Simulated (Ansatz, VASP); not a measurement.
# Rb6Na11Br8Cl9 in two plane-wave programs

Wanted: the spread between two codes on one cell, functional and k mesh. The structure shown is the start of the Ansatz relaxation below; VASP solves that cell, so the two are compared at the walk's first step.

Calculated with Ansatz 0.2.0; plane waves, with VASP 6.6.1 beside it; single point at PBE.

**1. The starting structure**

The cell holds 68 atoms: 22 Na, 12 Rb, 18 Cl and 16 Br. Its edges and angles: a = 13.797 Å, b = 13.797 Å, c = 13.797 Å, α = 90.0°, β = 90.0°, γ = 90.0°.

**2. Ansatz: relaxation, PBE**

Ansatz runs on its default PAW (the set named soft_2) files.

The two programs are compared at the cell with which this relaxation starts, whose forces are those of its first step.

input.yaml

```yaml
crystal:
  lattice:
    - [13.797, 0.0, 0.0]
    - [0.0, 13.797, 0.0]
    - [0.0, 0.0, 13.797]
  atoms:
    - { symbol: Na, position: [0.86219, 0.0418, 0.97917] }
    - { symbol: Na, position: [0.32819, 0.96853, 0.88868] }
    - { symbol: Na, position: [0.09052, 0.23222, 0.60701] }
    - { symbol: Na, position: [0.3354, 0.45023, 0.8845] }
    - { symbol: Na, position: [0.66884, 0.75556, 0.84389] }
    - { symbol: Na, position: [0.05277, 0.67474, 0.37064] }
    - { symbol: Na, position: [0.82456, 0.89538, 0.7036] }
    - { symbol: Na, position: [0.70738, 0.70166, 0.37155] }
    - { symbol: Na, position: [0.40796, 0.68207, 0.91472] }
    - { symbol: Na, position: [0.03893, 0.824, 0.88071] }
    - { symbol: Na, position: [0.61065, 0.09426, 0.28348] }
    - { symbol: Na, position: [0.89672, 0.53312, 0.14177] }
    - { symbol: Na, position: [0.78587, 0.24504, 0.67861] }
    - { symbol: Na, position: [0.35135, 0.52444, 0.53187] }
    - { symbol: Na, position: [0.16284, 0.62552, 0.04766] }
    - { symbol: Na, position: [0.19045, 0.20698, 0.87427] }
    - { symbol: Na, position: [0.39945, 0.7461, 0.17899] }
    - { symbol: Na, position: [0.96263, 0.46356, 0.85043] }
    - { symbol: Na, position: [0.91248, 0.67801, 0.55676] }
    - { symbol: Na, position: [0.42375, 0.14175, 0.58003] }
    - { symbol: Na, position: [0.98818, 0.85977, 0.19083] }
    - { symbol: Na, position: [0.20624, 0.72543, 0.68608] }
    - { symbol: Rb, position: [0.73937, 0.79211, 0.11134] }
    - { symbol: Rb, position: [0.32808, 0.9815, 0.28847] }
    - { symbol: Rb, position: [0.02859, 0.40288, 0.45799] }
    - { symbol: Rb, position: [0.6349, 0.38069, 0.85406] }
    - { symbol: Rb, position: [0.55394, 0.1341, 0.99453] }
    - { symbol: Rb, position: [0.79814, 0.00787, 0.40549] }
    - { symbol: Rb, position: [0.5996, 0.43597, 0.14947] }
    - { symbol: Rb, position: [0.25699, 0.3439, 0.25632] }
    - { symbol: Rb, position: [0.61444, 0.35461, 0.4341] }
    - { symbol: Rb, position: [0.50524, 0.82105, 0.51231] }
    - { symbol: Rb, position: [0.10151, 0.93934, 0.54879] }
    - { symbol: Rb, position: [0.98526, 0.19878, 0.16686] }
    - { symbol: Cl, position: [0.38701, 0.99377, 0.06431] }
    - { symbol: Cl, position: [0.20984, 0.73969, 0.9064] }
    - { symbol: Cl, position: [0.36685, 0.26657, 0.90976] }
    - { symbol: Cl, position: [0.52193, 0.03648, 0.44123] }
    - { symbol: Cl, position: [0.94719, 0.3465, 0.67737] }
    - { symbol: Cl, position: [0.99176, 0.79155, 0.70321] }
    - { symbol: Cl, position: [0.57857, 0.66973, 0.99356] }
    - { symbol: Cl, position: [0.14706, 0.62523, 0.53514] }
    - { symbol: Cl, position: [0.8478, 0.98644, 0.17259] }
    - { symbol: Cl, position: [0.08124, 0.45648, 0.19349] }
    - { symbol: Cl, position: [0.83366, 0.58375, 0.72349] }
    - { symbol: Cl, position: [0.53468, 0.2537, 0.219] }
    - { symbol: Cl, position: [0.789, 0.8778, 0.89792] }
    - { symbol: Cl, position: [0.28292, 0.82564, 0.52025] }
    - { symbol: Cl, position: [0.7964, 0.4226, 0.02621] }
    - { symbol: Cl, position: [0.97632, 0.67622, 0.05644] }
    - { symbol: Cl, position: [0.88764, 0.78972, 0.35827] }
    - { symbol: Cl, position: [0.1424, 0.38808, 0.91164] }
    - { symbol: Br, position: [0.34654, 0.57678, 0.09225] }
    - { symbol: Br, position: [0.26859, 0.34897, 0.49927] }
    - { symbol: Br, position: [0.49208, 0.58794, 0.40543] }
    - { symbol: Br, position: [0.24255, 0.10379, 0.69373] }
    - { symbol: Br, position: [0.58409, 0.23639, 0.64644] }
    - { symbol: Br, position: [0.18302, 0.77253, 0.1932] }
    - { symbol: Br, position: [0.79707, 0.20462, 0.89455] }
    - { symbol: Br, position: [0.86947, 0.53716, 0.36236] }
    - { symbol: Br, position: [0.57104, 0.84523, 0.26632] }
    - { symbol: Br, position: [0.06952, 0.00576, 0.95236] }
    - { symbol: Br, position: [0.9047, 0.08032, 0.61468] }
    - { symbol: Br, position: [0.14149, 0.10125, 0.37255] }
    - { symbol: Br, position: [0.80196, 0.22085, 0.32842] }
    - { symbol: Br, position: [0.49695, 0.91174, 0.76681] }
    - { symbol: Br, position: [0.386, 0.58134, 0.74565] }
    - { symbol: Br, position: [0.7188, 0.80233, 0.56087] }
kpoints:
  mp_grid: { grid: [1, 1, 1] }
hamiltonian:
  xc: pbe
scf:
  occupations: { method: fermi_dirac, width: 0.05 }
output:
  forces: true
relax:
  f_tol: 0.05
  max_steps: 200
  cell: {}
```

Started as:

```sh
$ ansatz run input.yaml --threads 4 --pin off --max-ram 8192MiB --backend cpu --events-out ev --progress --plain --runs-dir out
```

Numbers of over 12 decimals in the logs are rounded to 6 here.

The log of the run:

```text
Engine: ansatz 0.2.0, aarch64-unknown-linux-gnu
Pseudopotentials: kind: paw
Pseudopotential: Na, paw, valence charge 9, recommended cutoff 420 eV (normal), Na.paw.azcp
Pseudopotential: Rb, paw, valence charge 9, recommended cutoff 420 eV (normal), Rb.paw.azcp
Pseudopotential: Cl, paw, valence charge 7, recommended cutoff 420 eV (normal), Cl.paw.azcp
Pseudopotential: Br, paw, valence charge 7, recommended cutoff 420 eV (normal), Br.paw.azcp
Functional definition: PBE
  parameter kappa = 0.804
  parameter beta = 0.066725
  exchange = pbe_x(kappa = kappa, mu = beta*pi^2/3)
  correlation = pbe_c(beta = beta)
Crystal: 68 atoms, lattice volume = 2626.358 Å³
Basis set: ecut = 420 eV, 51435 PW (Γ), exchange–correlation on 192×192×192 points (8 copies of the dense FFT grid, shifted against one another)
Bands: 340, of which v1, the nominal top of the filled ones, is band 272 counted from 1 (271 counted from 0)
Symmetry: 1 space group operations
Space group: P1 (ITA 1), of the structure as read, at distance tolerance 1.4e-4 Å
k-points: 1
Non-local potential: Na, projectors of the file, l = 0: 3, l = 1: 2, l = 2: 1
Non-local potential: Rb, projectors of the file, l = 0: 3, l = 1: 2, l = 2: 2
Non-local potential: Cl, projectors of the file, l = 0: 2, l = 1: 2, l = 2: 2
Non-local potential: Br, projectors of the file, l = 0: 2, l = 1: 2, l = 2: 2
PAW form: soft (Blöchl's): semilocal exchange-correlation on the pseudo side does not see the compensation charge
PAW one-centre angular grid: Na, 110 points (default); XC on 64 Gauss nodes
PAW one-centre angular grid: Rb, 110 points (default); XC on 64 Gauss nodes
PAW one-centre angular grid: Cl, 110 points (default); XC on 64 Gauss nodes
PAW one-centre angular grid: Br, 110 points (default); XC on 64 Gauss nodes
Initial density: superposition of atomic densities (neutral atoms: chi_scale 0, normalization atom), corrected by the library's trained network
Initial wavefunctions: pseudopotential atomic-orbital guess
Functional: x = pbe(κ = 0.804, μ = 0.219515), c = pbe(β = 0.066725)
SCF iter   1: F=—  HF=-135977.493731 eV  |F-HF|=—  |Δ(HF+E_count)|=         —  Δρ=6.80e-4  dr2=5.36e-2  ethr=1.77e-3  ⟨swp⟩=9.0  Hψ=1426  notcnv=0  defer=49
preconditioner: auto → Resta (q_TF=auto, 2.099 Å⁻¹)  ε∞=2.4  [insulator: Δε(μ)=2.852 eV  Ē_g=11.223 eV  σ=0.050 eV  W_gap=1.00  n_scr=436 (ndim 8)  ℏωp=13.4 eV  f_vac=0.230  D(μ)=0.00/eV (n_scr^D=0)  ε∞_Penn≈2.4]
SCF iter   2: F=—  HF=-135977.489823 eV  |F-HF|=—  |Δ(HF+E_count)|=   3.91e-3  Δρ=3.21e-4  dr2=1.16e-2  ethr=9.86e-6  ⟨swp⟩=2.0  Hψ=565  notcnv=0  defer=55
SCF iter   3: F=—  HF=-135977.488795 eV  |F-HF|=—  |Δ(HF+E_count)|=   1.03e-3  Δρ=1.20e-4  dr2=1.57e-3  ethr=2.13e-6  ⟨swp⟩=2.0  Hψ=415  notcnv=0  defer=55
SCF iter   4: F=—  HF=-135977.488864 eV  |F-HF|=—  |Δ(HF+E_count)|=   6.97e-5  Δρ=4.16e-5  dr2=8.82e-5  ethr=2.89e-7  ⟨swp⟩=2.0  Hψ=433  notcnv=0  defer=55
SCF iter   5: F=—  HF=-135977.491039 eV  |F-HF|=—  |Δ(HF+E_count)|=   2.18e-3  Δρ=1.24e-5  dr2=7.57e-6  ethr=1.62e-8  ⟨swp⟩=2.0  Hψ=566  notcnv=0  defer=61
SCF iter   6: F=—  HF=-135977.491046 eV  |F-HF|=—  |Δ(HF+E_count)|=   6.22e-6  Δρ=4.09e-6  dr2=5.56e-7  ethr=1.39e-9  ⟨swp⟩=2.0  Hψ=535  notcnv=0  defer=61
SCF iter   7: F=-135977.491046 eV  HF=-135977.491046 eV  |F-HF|=4.08e-8  |Δ(HF+E_count)|=   3.46e-7  Δρ=1.26e-6  dr2=5.39e-8  ethr=1.84e-11  ⟨swp⟩=4.0  Hψ=1160  notcnv=0
SCF 1 converged in 7 iterations: F = -135977.491046 eV  dr2 = 5.39e-8
  greatest PAW one-centre occupation: 0.999 electrons in one spin orbital (limit 2), on the Na atom at site 4 (counted from 0), in its partial waves of l = 0
relax step   1: F+E_penalty+E_count = -135977.49104609 eV  Δ(F+E_penalty+E_count) = +0.000e0 eV  max|allowed force component| = 9.363e-1 eV/Å  Δτ_max = 0.0000 Å  P = -0.193 GPa  Ω = 2626.358 Å³  (7 SCF iters, dr2 threshold 1.00e-7 eV, accepted)
Crystal: 68 atoms, lattice volume = 2573.346 Å³
Basis set: ecut = 420 eV, 50287 PW (Γ), exchange–correlation on 192×192×192 points (8 copies of the dense FFT grid, shifted against one another)
Initial density: handed on by an earlier stage of this run
Initial wavefunctions: those handed on with the density
iter 1 solved again at ethr=2.14e-4 eV; its pass at ethr=3.10e-3 eV (dr2=1.17e0 eV) is discarded
SCF iter   1: F=—  HF=-135980.442667 eV  |F-HF|=—  |Δ(HF+E_count)|=         —  Δρ=7.21e-3  dr2=1.16e0  ethr=2.14e-4  ⟨swp⟩=5.0  Hψ=1619  notcnv=0
preconditioner: auto → Resta (q_TF=auto, 2.106 Å⁻¹)  ε∞=2.4  [insulator: Δε(μ)=3.118 eV  Ē_g=11.311 eV  σ=0.050 eV  W_gap=1.00  n_scr=422 (ndim 8)  ℏωp=13.6 eV  f_vac=0.216  D(μ)=0.00/eV (n_scr^D=0)  ε∞_Penn≈2.4]
SCF iter   2: F=—  HF=-135980.090210 eV  |F-HF|=—  |Δ(HF+E_count)|=   3.52e-1  Δρ=3.34e-3  dr2=2.08e-1  ethr=2.13e-4  ⟨swp⟩=5.0  Hψ=639  notcnv=0
[...]
atom  22  Na    -0.00157958    -0.00173499     0.01260752
  atom  23  Rb    -0.00395736    -0.00680888    -0.00220082
  atom  24  Rb     0.00025794     0.00044934    -0.00257380
  atom  25  Rb    -0.00224466     0.00456690    -0.00223844
  atom  26  Rb     0.00069523    -0.00441530    -0.00281596
  atom  27  Rb    -0.00042238     0.00111816    -0.00207266
  atom  28  Rb    -0.00385036     0.00861381    -0.00033345
  atom  29  Rb    -0.00359345    -0.00419650     0.00167028
  atom  30  Rb    -0.00007414    -0.00411957    -0.00146439
  atom  31  Rb     0.00013981    -0.00537729    -0.00484540
  atom  32  Rb     0.01208510     0.00357940     0.00223233
  atom  33  Rb    -0.00835622     0.00137294    -0.00346860
  atom  34  Rb     0.00149039     0.00008737    -0.00254006
  atom  35  Cl     0.00635284    -0.00523347     0.00069185
  atom  36  Cl    -0.00219553     0.00097972    -0.00087054
  atom  37  Cl     0.01108103     0.00444964    -0.00179686
  atom  38  Cl     0.00071504     0.00176855     0.00666226
  atom  39  Cl    -0.00287088    -0.00170429    -0.00070414
  atom  40  Cl    -0.00214043    -0.00174312     0.00039888
  atom  41  Cl     0.00655751    -0.00078832    -0.00113394
  atom  42  Cl    -0.00075068     0.00836494    -0.00648853
  atom  43  Cl     0.00047974    -0.00514623    -0.00082793
  atom  44  Cl    -0.00676628     0.00459058     0.00313461
  atom  45  Cl     0.00111507     0.00112378     0.00381878
[...]
atom  61  Br     0.00563418    -0.00166620     0.00311780
  atom  62  Br    -0.02114607    -0.01093651     0.01317873
  atom  63  Br    -0.00057299    -0.00150796     0.00096187
  atom  64  Br     0.00673803     0.00114451    -0.00212690
  atom  65  Br     0.00252133     0.00213429     0.00047836
  atom  66  Br     0.00014926    -0.00518904    -0.00181058
  atom  67  Br     0.00251681     0.00213747    -0.00645520
  atom  68  Br     0.00840688    -0.00538091    -0.01324909
  max |Σ_I F_I| component: 1.72e-5 eV/Å
--- Stress (GPa, compression-positive) ---
       -0.003317       0.003990      -0.000475
        0.003990       0.007466       0.001219
       -0.000475       0.001219       0.007113
  P = ⅓ Tr σ = 0.0038 GPa (0.038 kbar)
--- Relaxed structure (28 steps of the walk, 27 accepted, 1 SCFs on fresh bases) ---
  F+E_penalty+E_count = -135985.31029414 eV   max|allowed force component| = 3.059e-2 eV/Å   (the final SCF, on the basis selected at the relaxed cell)
  cell:  # Å, volume = 2367.2216 Å³
    - [12.706780, -0.516353, -0.401035]
    - [-0.516353, 13.494610, 0.451203]
    - [-0.401035, 0.451203, 13.853405]
  atoms:
    - { symbol: Na, position: [0.922980, 0.022889, 0.945505] }
    - { symbol: Na, position: [0.277567, 0.903361, 0.887694] }
    - { symbol: Na, position: [0.122705, 0.243846, 0.642377] }
    - { symbol: Na, position: [0.303337, 0.459224, 0.929752] }
    - { symbol: Na, position: [0.680340, 0.726402, 0.789737] }
    - { symbol: Na, position: [0.106639, 0.679939, 0.386090] }
    - { symbol: Na, position: [0.882775, 0.912860, 0.673195] }
    - { symbol: Na, position: [0.727788, 0.724761, 0.382937] }
    - { symbol: Na, position: [0.422363, 0.707662, 0.931695] }
    - { symbol: Na, position: [-0.022781, 0.736521, 0.875697] }
    - { symbol: Na, position: [0.569146, 0.109327, 0.337851] }
    - { symbol: Na, position: [0.892017, 0.556272, 0.150865] }
    - { symbol: Na, position: [0.814068, 0.208915, 0.681284] }
    - { symbol: Na, position: [0.306107, 0.551583, 0.538133] }
    - { symbol: Na, position: [0.159531, 0.659112, 0.104687] }
    - { symbol: Na, position: [0.234953, 0.203857, 0.917745] }
    - { symbol: Na, position: [0.427970, 0.743285, 0.227417] }
    - { symbol: Na, position: [0.938091, 0.404763, 0.869317] }
    - { symbol: Na, position: [0.929511, 0.655730, 0.623657] }
    - { symbol: Na, position: [0.392882, 0.182278, 0.579903] }
    - { symbol: Na, position: [1.022648, 0.889701, 0.185796] }
    - { symbol: Na, position: [0.212315, 0.688851, 0.702620] }
    - { symbol: Rb, position: [0.697410, 0.822329, 0.066296] }
    - { symbol: Rb, position: [0.326283, 1.037481, 0.195095] }
    - { symbol: Rb, position: [-0.043094, 0.390366, 0.436365] }
    - { symbol: Rb, position: [0.623380, 0.432214, 0.824701] }
    - { symbol: Rb, position: [0.538098, 0.094723, 0.861546] }
    - { symbol: Rb, position: [0.857000, 0.017936, 0.357193] }
    - { symbol: Rb, position: [0.586971, 0.426863, 0.116796] }
    - { symbol: Rb, position: [0.240905, 0.353922, 0.241378] }
    - { symbol: Rb, position: [0.568020, 0.388302, 0.421338] }
    - { symbol: Rb, position: [0.495735, 0.840340, 0.528632] }
    - { symbol: Rb, position: [0.159069, 0.958313, 0.497551] }
    - { symbol: Rb, position: [0.921490, 0.235596, 0.124226] }
    - { symbol: Cl, position: [0.438907, 0.879795, 0.043778] }
    - { symbol: Cl, position: [0.199195, 0.704418, 0.905844] }
    - { symbol: Cl, position: [0.431212, 0.297462, 0.944202] }
    - { symbol: Cl, position: [0.407629, 0.049559, 0.449620] }
    - { symbol: Cl, position: [0.968032, 0.349839, 0.686891] }
    - { symbol: Cl, position: [1.052968, 0.814007, 0.696649] }
    - { symbol: Cl, position: [0.609414, 0.628538, 0.951747] }
    - { symbol: Cl, position: [0.079482, 0.562489, 0.551730] }
    - { symbol: Cl, position: [0.858707, 1.000453, 0.125219] }
    - { symbol: Cl, position: [0.074948, 0.521460, 0.253489] }
    - { symbol: Cl, position: [0.849282, 0.584993, 0.791842] }
    - { symbol: Cl, position: [0.459025, 0.251444, 0.243831] }
    - { symbol: Cl, position: [0.817670, 0.877003, 0.851864] }
    - { symbol: Cl, position: [0.265714, 0.753355, 0.522821] }
    - { symbol: Cl, position: [0.814926, 0.423855, 0.025169] }
    - { symbol: Cl, position: [0.959555, 0.732672, 0.070201] }
    - { symbol: Cl, position: [0.946020, 0.804937, 0.368785] }
    - { symbol: Cl, position: [0.122790, 0.348019, 0.976750] }
    - { symbol: Br, position: [0.362201, 0.564246, 0.107337] }
    - { symbol: Br, position: [0.265502, 0.337772, 0.500043] }
    - { symbol: Br, position: [0.480644, 0.617508, 0.404649] }
    - { symbol: Br, position: [0.268854, 0.108620, 0.740789] }
    - { symbol: Br, position: [0.599285, 0.255992, 0.644435] }
    - { symbol: Br, position: [0.221821, 0.806155, 0.243184] }
    - { symbol: Br, position: [0.800703, 0.186158, 0.885011] }
    - { symbol: Br, position: [0.753275, 0.541697, 0.303834] }
    - { symbol: Br, position: [0.607616, 0.895502, 0.299118] }
    - { symbol: Br, position: [0.145425, 0.017535, 0.995499] }
    - { symbol: Br, position: [0.949580, 0.094338, 0.579448] }
    - { symbol: Br, position: [0.101875, 0.117939, 0.286719] }
    - { symbol: Br, position: [0.756782, 0.237869, 0.335772] }
    - { symbol: Br, position: [0.471390, 0.860246, 0.774624] }
    - { symbol: Br, position: [0.374715, 0.547573, 0.748266] }
    - { symbol: Br, position: [0.740191, 0.766950, 0.585915] }
```

(Continued in part 2 of 2.)

[Lines on the potential files, build, host, timing and source positions are cut from VASP's logs without a mark.]

[Logs are printed without paths, hosts, clocks, repeated set-up lines and the standing remarks that a program may print on its own settings, such as how far it seeks lower states.]

[Hosts, paths, dates, database ids (printed as entryN), source tags and the programs' standing remarks are cut or masked in the printed files.]
